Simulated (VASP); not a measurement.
OSZICAR of a VASP run on Re (space group P6_3/mmc):

### OSZICAR
```
       N       E                     dE             d eps       ncg     rms          rms(c)
DAV:   1     0.789400656362E+01    0.78940E+01   -0.53448E+03  8577   0.126E+03
DAV:   2    -0.236245800092E+02   -0.31519E+02   -0.27186E+02  7513   0.302E+02
DAV:   3    -0.261716777742E+02   -0.25471E+01   -0.21526E+01  7958   0.908E+01
DAV:   4    -0.263081257071E+02   -0.13645E+00   -0.12257E+00  7548   0.141E+01
DAV:   5    -0.263145765245E+02   -0.64508E-02   -0.61334E-02  7637   0.182E+00    0.419E+01
DAV:   6    -0.252048365444E+02    0.11097E+01   -0.11489E+00  8090   0.297E+01    0.167E+01
DAV:   7    -0.248473913907E+02    0.35745E+00   -0.76417E-01  8388   0.233E+01    0.742E-01
DAV:   8    -0.248345039359E+02    0.12887E-01   -0.10884E-02  8479   0.126E+00    0.233E-01
DAV:   9    -0.248337653396E+02    0.73860E-03   -0.57505E-04  8470   0.241E-01    0.360E-02
DAV:  10    -0.248337807099E+02   -0.15370E-04   -0.41513E-05  7067   0.503E-02    0.586E-03
DAV:  11    -0.248337808425E+02   -0.13268E-06   -0.30798E-07  3932   0.174E-02
   1 F= -.24833781E+02 E0= -.24804304E+02  d E =-.589530E-01
```

Which electronic solver shows in the log?

It is blocked Davidson (ALGO = Normal, or the opening steps of other solvers). The INCAR had ALGO = Normal.

Can the final energy be trusted as converged?

The run converged. It stopped with EDIFF = 1E-6, NELM = 100 (PBE GGA, plane waves, VASP's PBE PAW potentials (set 64)).

The structure comes from a computed database's Re entry; how it stands against other phases isn't given here. The cell was not relaxed at this level. The run is one of a series of settings (KPOINTS 13×13×7 Γ-centred mesh shifted by (0.5, 0.5, 0.5) against the base run), some of them coarse on purpose.
